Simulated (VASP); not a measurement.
Energy against volume of CdSe (zinc blende). All values below come from PBE GGA with D3 dispersion (Becke-Johnson damping), VASP's PBE PAW potentials (set 64) (plane waves; VASP 6.6.1). Run with 520 eV cut-off, 8×8×8 Γ-centred mesh, Gaussian smearing of 0.050 eV, potentials Cd Se.

| V (Å³/atom) | E (eV/atom) |
|---|---|
| 26.976 | -3.03568 |
| 27.837 | -3.04964 |
| 28.698 | -3.05399 |
| 29.559 | -3.05021 |

Problem. Fit these four points and predict the energy of the run at 30.420 Å³/atom.

Solution. A cubic in V^(−2/3), the third-order Birch-Murnaghan form, passes through the four points with V0 = 28.70 Å³/atom and B0 = 50 GPa, and gives -3.0395 eV/atom there. The run gave -3.0396 eV/atom, -0.1 meV/atom from the fit; all five points give B0 = 50 GPa.

The compound is CdSe in the zinc blende structure, whereas wurtzite is the usual form. It was relaxed first.
